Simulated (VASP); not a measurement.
Given:

```xyz
4
Lattice="4.5290 0.0000 0.0000 -2.2645 3.9223 0.0000 0.0000 0.0000 5.7565" Properties=species:S:1:pos:R:3 pbc="T T T"
Si     0.0000     2.6148     1.4391
Si     2.2645     1.3074     4.3174
Sn     2.2645     1.3074     1.4391
Sn     0.0000     2.6148     4.3174
```

Computed with LDA (Ceperley-Alder, Perdew-Zunger), VASP's LDA PAW potentials (set 64) (plane waves; VASP). Numerical set-up: 400 eV cut-off, 9×9×6 Γ-centred mesh, tetrahedra with Blöchl corrections, potentials Si Sn_d.

The cores are frozen, which limits the accuracy of field gradients.

Give the principal components of the electric field gradient (V/Å²) and the asymmetry η at each nucleus.

```json
[
 {"atom": "Si1", "Vxx": "-8.0", "Vyy": "-8.0", "Vzz": "15.9", "η": "0.00"},
 {"atom": "Si2", "Vxx": "-8.0", "Vyy": "-8.0", "Vzz": "15.9", "η": "0.00"},
 {"atom": "Sn3", "Vxx": "-51.5", "Vyy": "-51.5", "Vzz": "103.0", "η": "0.00"},
 {"atom": "Sn4", "Vxx": "-51.5", "Vyy": "-51.5", "Vzz": "103.0", "η": "0.00"}
]
```

The structure was generated: SiSn was put into the layered h-BN type type (P6_3/mmc), which need not be its known phase. It was relaxed first, which changed the volume by -38 %.
